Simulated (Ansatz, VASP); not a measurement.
# TiSi (zincblende type (invented)) in two plane-wave programs

Aim: how closely do two programs agree when they are given the same cell, functional and k mesh? The cell is generated by rule, not measured, and may not be a known phase. The cell is taken from a series of runs on this material, whose earlier steps may have relaxed, scaled, displaced or heated it; both programs get it as it stands.

Program: Ansatz 0.2.0. Level of theory: plane waves, with VASP 6.6.1 beside it; relaxation of cell and atoms at PBEsol. Results are calculated unless marked as measured.

## (1) Set-up

The structure is cubic, space group F-43m (No. 216). Conventional cell: a = 5.721 Å, b = 5.721 Å, c = 5.721 Å, α = 90.00°, β = 90.00°, γ = 90.00°. Nearest to Ti lie 4 Si at 2.48 Å. Nearest to Si lie 4 Ti at 2.48 Å. Farther neighbours are not listed.

## (2) Ansatz: relaxation of cell and atoms, PBEsol, pair 1

Ansatz runs on its default PAW (the set named soft_2) files.

The relaxed volume is the usual yardstick between codes: in a stiff, nearly cubic crystal its relative difference is about their pressure difference at one cell divided by the bulk modulus.

Input file input.yaml:

```yaml
crystal:
  lattice:
    - [0.0, 2.8604281982, 2.8604281982]
    - [2.8604281982, 0.0, 2.8604281982]
    - [2.8604281982, 2.8604281982, 0.0]
  atoms:
    - { symbol: Ti, position: [0.0, 0.0, 0.0] }
    - { symbol: Si, position: [0.75, 0.75, 0.75] }
kpoints:
  mp_grid: { grid: [12, 12, 12] }
hamiltonian:
  xc: pbesol
scf:
  occupations: { method: fermi_dirac, width: 0.025 }
output:
  forces: true
  stress: true
  eigenvalues: true
relax:
  adjacent_minimum: "off"
  f_tol: 0.001
  max_steps: 60
  cell: { stress_tol: 0.01 }
```

On the command line:

```
> ansatz run input.yaml --threads 2 --pin off --max-ram 5120MiB --backend cpu --events-out ev --progress --plain --runs-dir out
```

Numbers of over 12 decimals in the logs are rounded to 6 here.

Output:

```text
Engine: ansatz 0.2.0, aarch64-unknown-linux-gnu
Pseudopotentials: kind: paw
Pseudopotential: Ti, paw, valence charge 12, recommended cutoff 420 eV (normal), Ti.paw.azcp
Pseudopotential: Si, paw, valence charge 4, recommended cutoff 420 eV (normal), Si.paw.azcp
Functional definition: PBEsol
  exchange = pbesol_x
  correlation = pbesol_c
Crystal: 2 atoms, lattice volume = 46.808 Å³
Basis set: ecut = 420 eV, 941 PW (Γ), exchange–correlation on 60×60×60 points (8 copies of the dense FFT grid, shifted against one another)
Bands: 12, of which v1, the nominal top of the filled ones, is band 8 counted from 1 (7 counted from 0)
Symmetry: 24 space group operations
Space group: F-43m (ITA 216), of the structure as read, at distance tolerance 3.6e-5 Å
k-points: 72 of 1728 (time reversal used)
Non-local potential: Ti, projectors of the file, l = 0: 3, l = 1: 2, l = 2: 3, l = 3: 1
Non-local potential: Si, projectors of the file, l = 0: 2, l = 1: 2, l = 2: 2
PAW form: soft (Blöchl's): semilocal exchange-correlation on the pseudo side does not see the compensation charge
PAW frozen core: Ti, regenerated for the run's functional, and the local potential with it (the file was generated under x = pbe(κ = 0.804, μ = 0.219515), c = pbe(β = 0.066725))
PAW frozen core: Si, regenerated for the run's functional, and the local potential with it (the file was generated under x = pbe(κ = 0.804, μ = 0.219515), c = pbe(β = 0.066725))
PAW one-centre angular grid: Ti, 590 points (default); XC on 64 Gauss nodes
PAW one-centre angular grid: Si, 110 points (default); XC on 64 Gauss nodes
Initial density: superposition of atomic densities (neutral atoms: chi_scale 0, normalization atom), corrected by the library's trained network
Initial wavefunctions: pseudopotential atomic-orbital guess
Functional: x = pbesol(κ = 0.804, μ = 0.123457), c = pbesol(β = 0.046)
SCF iter   1: F=—  HF=-3094.042900 eV  |F-HF|=—  |Δ(HF+E_count)|=         —  Δρ=7.95e-3  dr2=3.71e-2  ethr=1.77e-3  ⟨swp⟩=5.9  Hψ=5057  notcnv=0
preconditioner: auto → none  [insulator: Δε(μ)=0.065 eV  Ē_g=4.431 eV  σ=0.025 eV  W_gap=0.57  n_scr=14 (ndim 8)  ℏωp=15.4 eV  f_vac=0.000  D(μ)=0.15/eV (n_scr^D=0)  ε∞_Penn≈13.0]
SCF iter   2: F=—  HF=-3094.038538 eV  |F-HF|=—  |Δ(HF+E_count)|=   4.36e-3  Δρ=2.24e-3  dr2=2.42e-3  ethr=2.32e-4  ⟨swp⟩=2.0  Hψ=1716  notcnv=0
SCF iter   3: F=—  HF=-3094.038477 eV  |F-HF|=—  |Δ(HF+E_count)|=   6.10e-5  Δρ=3.56e-4  dr2=2.25e-5  ethr=1.51e-5  ⟨swp⟩=2.0  Hψ=1261  notcnv=0
SCF iter   4: F=—  HF=-3094.038503 eV  |F-HF|=—  |Δ(HF+E_count)|=   2.59e-5  Δρ=1.99e-5  dr2=1.42e-7  ethr=1.41e-7  ⟨swp⟩=2.1  Hψ=1157  notcnv=0
iter 5 did not close the SCF: its close was put off for the readings that it lacked (scf_convergence_deferred on its scf_iter line)
SCF iter   5: F=-3094.038503 eV  HF=-3094.038503 eV  |F-HF|=4.82e-9  |Δ(HF+E_count)|=   1.85e-9  Δρ=4.52e-6  dr2=6.83e-9  ethr=8.88e-10  ⟨swp⟩=2.1  Hψ=1434  notcnv=0
SCF iter   6: F=-3094.038503 eV  HF=-3094.038503 eV  |F-HF|=5.18e-11  |Δ(HF+E_count)|=  8.05e-10  Δρ=5.63e-7  dr2=1.82e-10  ethr=4.27e-11  ⟨swp⟩=1.0  Hψ=2637  notcnv=0
SCF 1 converged in 6 iterations: F = -3094.038503 eV  dr2 = 1.82e-10
  greatest PAW one-centre occupation: 0.999 electrons in one spin orbital (limit 2), on the Ti atom at site 0 (counted from 0), in its partial waves of l = 0
relax step   1: F+E_penalty+E_count = -3094.03850293 eV  Δ(F+E_penalty+E_count) = +0.000e0 eV  max|allowed force component| = 6.476e-17 eV/Å  Δτ_max = 0.0000 Å  P = +0.015 GPa  Ω = 46.808 Å³  (6 SCF iters, dr2 threshold 1.00e-7 eV, accepted)
[...]
relax step   2: F+E_penalty+E_count = -3094.03850266 eV  Δ(F+E_penalty+E_count) = +2.695e-7 eV  max|allowed force component| = 1.110e-16 eV/Å  Δτ_max = 0.0000 Å  P = +0.002 GPa  Ω = 46.817 Å³  energy of the carried Pulay correction = -7.472e-7 eV  (6 SCF iters, dr2 threshold 5.42e-10 eV, accepted)
[...]
relax step   3: F+E_penalty+E_count = -3094.03850452 eV  Δ(F+E_penalty+E_count) = -1.861e-6 eV  max|allowed force component| = 1.203e-16 eV/Å  Δτ_max = 0.0000 Å  P = +0.002 GPa  Ω = 46.817 Å³  stress off target by 2.13e-3 GPa  SCF on the basis re-selected at this cell (its energy is not comparable with the rows above)  (8 SCF iters)
basis re-selected at this cell: Δ(F+E_penalty+E_count) = -1.861e-6 eV, ΔP = +0.000 GPa vs the last step (what re-selecting the basis moved, of the pressure what is left beyond the Pulay correction that the steps carried, after the strain that the cell walked since its last selection, with what the two solves' SCF thresholds leave and, on support functions, any second-order correction that the steps lacked; it is no m [...]
SCF converged after 8 iterations
Free energy (F): -3094.038505 eV
Harris-Foulkes:  -3094.038505 eV  (|F-HF|=1.36e-12)
Internal energy: -3094.037962 eV  (E = F + TS)
E sigma→0 (E₀):  -3094.038233 eV
Entropy (-TS):   -0.000543 eV (-0.271 meV/atom)
Fermi energy:    6.168433 eV
--- Per-component energies (eV) ---
  E_band       = -232.948478
  E_kinetic    = 309.685094
  E_local      = -1259.346758  (includes V_loc(G=0)·N_el)
  E_nonlocal   = 37.671467
  E_hartree    = 508.910284
  E_xc         = -149.541027
  E_vxc        = -165.788955  (∫ρ·V_xc dr)
  E_paw        = -1521.541855  (= ΣΔE_a)
  E_vpaw       = -172.990005  (= ΣTr[D̂ρ^β])
  E_aug_tail   = 0.000111  (compensation charges beyond the density's cutoff)
  E_ewald      = -1020.046222
  E_core_change = 0.170945  (= ΣΔE_core)
  E_smearing   = -0.000543  (= −TS)
  E_closure    = -0.000000  (closes the sum)
  Σ components = -3094.038505   (vs F -3094.038505, Δ=0.00e0)
--- Forces (eV/Å), atoms counted from 1 ---
  atom   1  Ti     0.00000000     0.00000000     0.00000000
  atom   2  Si    -0.00000000     0.00000000     0.00000000
  max |Σ_I F_I| component: 5.00e-16 eV/Å
--- Stress (GPa, compression-positive) ---
        0.002134      -0.000000      -0.000000
       -0.000000       0.002134      -0.000000
       -0.000000      -0.000000       0.002134
  P = ⅓ Tr σ = 0.0021 GPa (0.021 kbar)
--- Band table (eV; the first three rows and the last of 72) ---
  k-point 0: bands = [... 4 lower, -1.8652, 5.1529, 5.1529, 5.1529, 7.1963, 7.1963, 11.9155, 12.5138]
  k-point 1: bands = [... 4 lower, -1.7872, 5.0502, 5.1813, 5.1813, 7.1779, 7.1779, 11.5218, 12.3302]
  k-point 2: bands = [... 4 lower, -1.5618, 4.7754, 5.2535, 5.2535, 7.1463, 7.1463, 10.4679, 11.9308]
  k-point 71: bands = [... 4 lower, 0.2570, 4.2119, 4.8135, 5.8980, 6.3137, 7.2112, 7.7892, 8.4019]
--- Relaxed structure (2 steps of the walk, 2 accepted, 1 SCFs on fresh bases) ---
  F+E_penalty+E_count = -3094.03850452 eV   max|allowed force component| = 1.203e-16 eV/Å   (the final SCF, on the basis selected at the relaxed cell)
  cell:  # Å, volume = 46.8174 Å³
    - [0, 2.860613, 2.860613]
    - [2.860613, 0, 2.860613]
    - [2.860613, 2.860613, 0]
  atoms:
    - { symbol: Ti, position: [0, 0, 0] }
    - { symbol: Si, position: [0.750000, 0.750000, 0.750000] }
```

In the SCF lines HF is the Harris–Foulkes energy and dr2 the Hartree energy of the density residual, in eV; the loop may stop once dr2 is under the threshold and the program's other checks hold. Hψ counts applications of the Hamiltonian.

## (3) VASP: relaxation of cell and atoms, PBEsol, pair 1

The same cell, functional, mesh and smearing now go to VASP, with its own data sets.

Lines of VASP's logs that name or quote its potential files are left out, and so is its time.

Input file INCAR:

```
SYSTEM = TiSi
PREC = Accurate
ENCUT = 500
EDIFF = 1E-07
NELM = 120
ISMEAR = -1
SIGMA = 0.025
LREAL = .FALSE.
ALGO = Normal
GGA = PS
NBANDS = 14
LASPH = .TRUE.
LORBIT = 11
LWAVE = .FALSE.
LCHARG = .FALSE.
ISIF = 3
IBRION = 2
NSW = 80
EDIFFG = -0.005
GGA_COMPAT = .FALSE.
NELMIN = 4
```

Input file POSCAR:

```
TiSi
1.0
    0.0000000000      2.8604280000      2.8604280000
    2.8604280000      0.0000000000      2.8604280000
    2.8604280000      2.8604280000      0.0000000000
Ti Si
1 1
Direct
    0.0000000000      0.0000000000      0.0000000000
    0.7500000000      0.7500000000      0.7500000000
```

Input file KPOINTS:

```
Automatic mesh
0
Gamma
12 12 12
0 0 0
```

The projector-augmented-wave data sets are Ti_sv and Si (PBE family, release 64).

On the command line:

```
> mpirun -np 1 vasp_std
```

Output:

```text
[banner, memory and clock lines left out]
running    1 mpi-ranks, on    1 nodes
 distrk:  each k-point on    1 cores,    1 groups
 distr:  one band on    1 cores,    1 groups

 POSCAR found type information on POSCAR TiSi
 POSCAR found :  2 types and       2 ions
|                                                                             |
|               ----> ADVICE to this user running VASP <----                  |
|                                                                             |
|     You enforced a specific xc type in the INCAR file but a different       |
|     [... a line on the potential file left out ...]
|     I HOPE YOU KNOW WHAT YOU ARE DOING!                                     |
|                                                                             |

 LDA part: xc-table for (Slater+PW92), standard interpolation
 POSCAR, INCAR and KPOINTS ok, starting setup
 FFT: planning ... GRIDC
 FFT: planning ... GRID_SOFT
 FFT: planning ... GRID
 WAVECAR not read
 entering main loop
       N       E                     dE             d eps       ncg     rms          rms(c)
DAV:   1     0.106319532096E+03    0.10632E+03   -0.76006E+03  2016   0.110E+03
DAV:   2    -0.785154231442E+01   -0.11417E+03   -0.10966E+03  2082   0.297E+02
DAV:   3    -0.155545090996E+02   -0.77030E+01   -0.74477E+01  3432   0.724E+01
DAV:   4    -0.157707207823E+02   -0.21621E+00   -0.21594E+00  2350   0.109E+01
DAV:   5    -0.157816860003E+02   -0.10965E-01   -0.10964E-01  3240   0.224E+00    0.108E+01
DAV:   6    -0.133132731472E+02    0.24684E+01   -0.12101E+01  2746   0.415E+01    0.747E+00
DAV:   7    -0.128032599135E+02    0.51001E+00   -0.37973E+00  2112   0.231E+01    0.305E+00
DAV:   8    -0.127597167059E+02    0.43543E-01   -0.34668E-01  2222   0.794E+00    0.146E+00
DAV:   9    -0.127330629229E+02    0.26654E-01   -0.56353E-02  2272   0.340E+00    0.317E-01
DAV:  10    -0.127329975581E+02    0.65365E-04   -0.48790E-03  2650   0.670E-01    0.184E-01
DAV:  11    -0.127332509250E+02   -0.25337E-03   -0.66762E-04  2406   0.347E-01    0.118E-01
DAV:  12    -0.127330111686E+02    0.23976E-03   -0.49138E-04  2254   0.302E-01    0.126E-02
DAV:  13    -0.127330116381E+02   -0.46948E-06   -0.18101E-05  2378   0.443E-02    0.699E-03
DAV:  14    -0.127330114030E+02    0.23511E-06   -0.61730E-07  2466   0.869E-03    0.239E-03
DAV:  15    -0.127330112879E+02    0.11509E-06   -0.12238E-07  1710   0.485E-03    0.592E-04
DAV:  16    -0.127330112840E+02    0.38697E-08   -0.22453E-08  1044   0.175E-03
   1 F= -.12733011E+02 E0= -.12732735E+02  d E =-.127330E+02
 curvature:   0.00 expect dE= 0.000E+00 dE for cont linesearch  0.000E+00
 trial: gam= 0.00000 g(F)=  0.971E-47 g(S)=  0.295E-04 ort = 0.000E+00 (trialstep = 0.100E+01)
 search vector abs. value=  0.295E-04
 bond charge predicted
       N       E                     dE             d eps       ncg     rms          rms(c)
DAV:   1    -0.127336172119E+02   -0.60592E-03   -0.82820E-03  2142   0.122E+00    0.218E-01
DAV:   2    -0.127333340940E+02    0.28312E-03   -0.32327E-03  2140   0.799E-01    0.114E-01
DAV:   3    -0.127330140779E+02    0.32002E-03   -0.60188E-04  2114   0.349E-01    0.243E-02
DAV:   4    -0.127330104873E+02    0.35907E-05   -0.77407E-05  2406   0.748E-02    0.105E-02
DAV:   5    -0.127330157874E+02   -0.53001E-05   -0.85156E-06  2998   0.192E-02    0.920E-03
DAV:   6    -0.127330187214E+02   -0.29341E-05   -0.70984E-06  3136   0.144E-02    0.273E-03
DAV:   7    -0.127330188294E+02   -0.10797E-06   -0.11438E-06  2472   0.559E-03    0.220E-03
DAV:   8    -0.127330185795E+02    0.24995E-06   -0.25458E-07  2376   0.500E-03    0.127E-03
DAV:   9    -0.127330187127E+02   -0.13323E-06   -0.36516E-08  1008   0.201E-03    0.102E-04
DAV:  10    -0.127330187061E+02    0.65779E-08   -0.18163E-09  1008   0.460E-04
   2 F= -.12733019E+02 E0= -.12732746E+02  d E =-.742207E-05
 trial-energy change:   -0.000007  1 .order   -0.000009   -0.000029    0.000012
 step:   0.6685(harm=  0.7095)  dis= 0.00000  next Energy=   -12.733021 (dE=-0.947E-05)
 reached required accuracy - stopping structural energy minimisation
```

Parts of OUTCAR (step 3):

```text
ion  position               nearest neighbor table
   1  0.000  0.000  0.000-   2 2.48   2 2.48   2 2.48   2 2.48
   2  0.750  0.750  0.750-   1 2.48   1 2.48   1 2.48   1 2.48

  LATTYP: Found a face centered cubic cell.
 ALAT       =     5.7208560000

 Subroutine GETGRP returns: Found 24 space group operations
 (whereof 24 operations were pure point group operations)

The static configuration has the point symmetry T_d .

 Found     72 irreducible k-points:

   k-points           NKPTS =     72   k-points in BZ     NKDIM =     72   number of bands    NBANDS=     14

   dimension x,y,z NGX =    30 NGY =   30 NGZ =   30
   dimension x,y,z NGXF=    60 NGYF=   60 NGZF=   60

   ENCUT  =  500.0 eV  36.75 Ry    6.06 a.u.   7.38  7.38  7.38*2*pi/ulx,y,z

   NELECT =      16.0000    total number of electrons

 k-points in reciprocal lattice and weights: Automatic mesh
   0.00000000  0.00000000  0.00000000       0.001
   0.08333333  0.00000000  0.00000000       0.005
   0.16666667  0.00000000  0.00000000       0.005
   0.25000000  0.00000000  0.00000000       0.005
   0.33333333  0.00000000  0.00000000       0.005
   0.41666667  0.00000000  0.00000000       0.005
   0.50000000  0.00000000  0.00000000       0.002
   0.08333333  0.08333333  0.00000000       0.003
   0.16666667  0.08333333  0.00000000       0.014
[...]
-0.33333333  0.50000000  0.16666667       0.007
  -0.25000000  0.50000000  0.25000000       0.003

 average (electrostatic) potential at core
       1 -76.5541       2 -83.3196

 E-fermi :   4.1311

 k-point     1 :       0.0000    0.0000    0.0000
  band No.  band energies     occupation
    ...
      4     -28.8853      2.00000
      5      -3.8966      2.00000
      6       3.1174      2.00000
      7       3.1174      2.00000
      8       3.1174      2.00000
      9       5.1538      0.00000
     10       5.1538      0.00000
     11       9.8784      0.00000
     12      10.4650      0.00000
     13      10.4650      0.00000
    ...

 k-point     2 :       0.0833    0.0000    0.0000
  band No.  band energies     occupation
    ...
      4     -28.8856      2.00000
      5      -3.8187      2.00000
      6       3.0149      2.00000
      7       3.1456      2.00000
      8       3.1456      2.00000
      9       5.1354      0.00000
     10       5.1354      0.00000
     11       9.4765      0.00000
     12      10.2816      0.00000
     13      10.2817      0.00000
    ...

 k-point     3 :       0.1667    0.0000    0.0000
  band No.  band energies     occupation
    ...
      4     -28.8863      2.00000
      5      -3.5937      2.00000
      6       2.7406      2.00000
      7       3.2177      2.00000
      8       3.2177      2.00000
      9       5.1041      0.00000
     10       5.1041      0.00000
     11       8.4207      0.00000
     12       9.8828      0.00000
     13       9.8828      0.00000
    ...

  Total       -0.0082650     -0.0082650     -0.0082650      0.0000000     -0.0000000     -0.0000000
  in kB       -0.2824850     -0.2824850     -0.2824850      0.0000000     -0.0000000     -0.0000000
  external PRESSURE =      -0.2824850 kB  Pullay stress =       0.0000000 kB

  energy-cutoff  :      500.00
  volume of cell :       46.88
      direct lattice vectors                 reciprocal lattice vectors
     0.000000000  2.861820448  2.861820448    -0.174713966  0.174713966  0.174713966
     2.861820448 -0.000000000  2.861820448     0.174713966 -0.174713966  0.174713966
     2.861820448  2.861820448 -0.000000000     0.174713966  0.174713966 -0.174713966

 POSITION                                       TOTAL-FORCE (eV/Angst)
 -----------------------------------------------------------------------------------
      5.72364      2.86182      2.86182        -0.000000     -0.000000     -0.000000
      4.29273      4.29273      4.29273         0.000000      0.000000      0.000000
 -----------------------------------------------------------------------------------
    total drift:                               -0.000000     -0.000000     -0.000000

  FREE ENERGIE OF THE ION-ELECTRON SYSTEM (eV)
  ---------------------------------------------------
  free  energy   TOTEN  =       -12.7330187061 eV

  energy  without entropy=      -12.7324742582  energy(sigma->0) =      -12.73274648

 reached required accuracy - stopping structural energy minimisation

 total charge
# of ion       s       p       d       tot
------------------------------------------
    1        2.204   6.098   1.897  10.199
    2        0.820   0.961   0.000   1.781
--------------------------------------------------
tot          3.025   7.059   1.897  11.980

[... 3 further parts left out ...]
```

The gap is under twice the smearing width, so the edge states are partly filled and the run can't tell a small gap from a semimetal.

## (4) Differences

Known differences besides the potentials themselves: the cutoff is 420 eV in Ansatz and 500 eV in VASP; Ansatz makes its cores anew for this functional, VASP keeps those of its PBE data sets; Ansatz adds a Pulay correction to the stress that steers its cell, VASP none. Total energies have different zeros and are not compared.

The two programs side by side:

| quantity | Ansatz | VASP | difference |
| --- | --- | --- | --- |
| volume (Å³) | 46.82 | 46.88 | -0.13 % |
| edge a after relaxation, in the typed setting (Å) | 4.045 | 4.047 | -0.04 % |

(Part 1 of 2 ends here.)

[Lines on the potential files, build, host, timing and source positions are cut from VASP's logs without a mark.]

[Logs are printed without paths, hosts, clocks, repeated set-up lines and the standing remarks that a program may print on its own settings, such as how far it seeks lower states.]

[Hosts, paths, dates, database ids (printed as entryN), source tags and the programs' standing remarks are cut or masked in the printed files.]
